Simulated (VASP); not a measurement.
Calculation: PBEsol GGA, VASP's PBE PAW potentials (set 64) (plane waves; VASP 6.6.1).

A VASP calculation is set up with these files.

File KPOINTS:
```
Regular mesh
0
G
  11 11 6
```

INCAR:
```
# general
SYSTEM  = Y
PREC    = Accurate
ENCUT   = 400   # plane-wave cut-off (eV)
LREAL   = .FALSE.
LASPH   = .TRUE.

# electronic loop
EDIFF   = 1E-6   # SCF stop (eV)
NELM    = 100   # most electronic steps
ALGO    = Normal   # blocked Davidson
LMAXMIX = 4   # l cut-off of mixed one-centre charges

# smearing
ISMEAR  = 1   # Methfessel-Paxton
SIGMA   = 0.1   # width (eV)

# functional
GGA     = PS   # PBEsol

# ions
IBRION  = 2   # conjugate gradients
NSW     = 60   # most ionic steps
ISIF    = 3   # ions, shape and volume
EDIFFG  = -0.01   # ionic stop

# output
LWAVE   = .FALSE.
LCHARG  = .FALSE.
```

**POSCAR**
```
Y
1.0
  1.8018676443  -3.1209265741   0.0000000000
  1.8018676443   3.1209265741   0.0000000000
  0.0000000000   0.0000000000   5.5470259390
Y
2
Cart
  1.8018676443   1.0403109387   1.3867564848
  1.8018676443  -1.0403109387   4.1602694542
```

POTCAR, in this order: Y_sv (PBE.64 set). Program: vasp_std.

Output of the run:

OSZICAR:
```
       N       E                     dE             d eps       ncg     rms          rms(c)
DAV:   1     0.767996899215E+02    0.76800E+02   -0.10246E+04  1936   0.116E+03
DAV:   2    -0.718133155402E+01   -0.83981E+02   -0.83036E+02  2412   0.256E+02
DAV:   3    -0.139638415734E+02   -0.67825E+01   -0.67243E+01  3614   0.441E+01
DAV:   4    -0.140756888515E+02   -0.11185E+00   -0.11183E+00  2104   0.660E+00
DAV:   5    -0.140790185300E+02   -0.33297E-02   -0.33297E-02  2723   0.833E-01    0.339E+01
DAV:   6    -0.137190580942E+02    0.35996E+00   -0.45786E-01  1941   0.485E+00    0.211E+01
DAV:   7    -0.136584840755E+02    0.60574E-01   -0.90210E-01  2519   0.619E+00    0.189E+00
DAV:   8    -0.136459181067E+02    0.12566E-01   -0.17027E-01  2326   0.276E+00    0.978E-01
DAV:   9    -0.136452692122E+02    0.64889E-03   -0.49851E-03  2629   0.495E-01    0.423E-01
DAV:  10    -0.136453627414E+02   -0.93529E-04   -0.15481E-03  2076   0.404E-01    0.225E-01
DAV:  11    -0.136453347764E+02    0.27965E-04   -0.92821E-05  2682   0.935E-02    0.306E-02
DAV:  12    -0.136453332668E+02    0.15097E-05   -0.21561E-05  2105   0.454E-02    0.325E-02
DAV:  13    -0.136453349712E+02   -0.17045E-05   -0.74432E-06  2074   0.291E-02    0.253E-03
DAV:  14    -0.136453349019E+02    0.69316E-07   -0.18497E-07  1170   0.329E-03
   1 F= -.13645335E+02 E0= -.13646839E+02  d E =-.136453E+02
       N       E                     dE             d eps       ncg     rms          rms(c)
DAV:   1    -0.136461159875E+02   -0.78102E-03   -0.15836E-02  2805   0.894E-01    0.197E-01
DAV:   2    -0.136454470188E+02    0.66897E-03   -0.18098E-03  2517   0.304E-01    0.945E-02
DAV:   3    -0.136452924831E+02    0.15454E-03   -0.14687E-03  3126   0.205E-01    0.560E-02
DAV:   4    -0.136453231517E+02   -0.30669E-04   -0.97585E-05  2366   0.646E-02    0.279E-02
DAV:   5    -0.136453572205E+02   -0.34069E-04   -0.94058E-05  3429   0.405E-02    0.149E-02
DAV:   6    -0.136453556879E+02    0.15326E-05   -0.30341E-06  1746   0.928E-03    0.686E-03
DAV:   7    -0.136453570473E+02   -0.13595E-05   -0.69193E-07  1044   0.761E-03    0.216E-03
DAV:   8    -0.136453572094E+02   -0.16202E-06   -0.11768E-07  1002   0.258E-03
   2 F= -.13645357E+02 E0= -.13646862E+02  d E =-.223074E-04
```

File OUTCAR:
```
------------------------ aborting loop because EDIFF is reached ----------------------------------------
  FORCE on cell =-STRESS in cart. coord.  units (eV):
  Direction    XX          YY          ZZ          XY          YZ          ZX
  --------------------------------------------------------------------------------------
  Total        0.0055226      0.0055226      0.0078017      0.0000000     -0.0000000     -0.0000000
  in kB        0.1421231      0.1421231      0.2007729      0.0000000     -0.0000000     -0.0000000
  external PRESSURE =       0.1616730 kB  Pullay stress =       0.0000000 kB
  volume of cell :       62.26
      direct lattice vectors                 reciprocal lattice vectors
     1.800452359 -3.118475228 -0.000000000     0.277707987 -0.160334767 -0.000000000
     1.800452359  3.118475228 -0.000000000     0.277707987  0.160334767 -0.000000000
     0.000000000  0.000000000  5.544190315     0.000000000  0.000000000  0.180368989
 POSITION                                       TOTAL-FORCE (eV/Angst)
 -----------------------------------------------------------------------------------
      1.80045      1.03949      1.38605         0.000000     -0.000000      0.000000
      1.80045     -1.03949      4.15814        -0.000000      0.000000     -0.000000
 -----------------------------------------------------------------------------------
    total drift:                                0.000063      0.000512     -0.000009
  FREE ENERGIE OF THE ION-ELECTRON SYSTEM (eV)
  ---------------------------------------------------
  free  energy   TOTEN  =       -13.6453572094 eV

  energy  without entropy=      -13.6498717788  energy(sigma->0) =      -13.64686207

 reached required accuracy - stopping structural energy minimisation
```
(Selected blocks of OUTCAR.)

**CONTCAR**
```
Y
   1.00000000000000
     1.8004523591086623   -3.1184752276154164   -0.0000000000000000
     1.8004523591086623    3.1184752276154164   -0.0000000000000000
     0.0000000000000000    0.0000000000000000    5.5441903151607042
  Y
     2
Direct
     0.3333330000000032    0.6666669999999968    0.2500000000000000
     0.6666669999999968    0.3333330000000032    0.7500000000000000
```

The compound is Y in the hcp structure. This run relaxes it. Symmetry was kept, so distortions that lower it aren't found. The start is the result of an earlier pass.
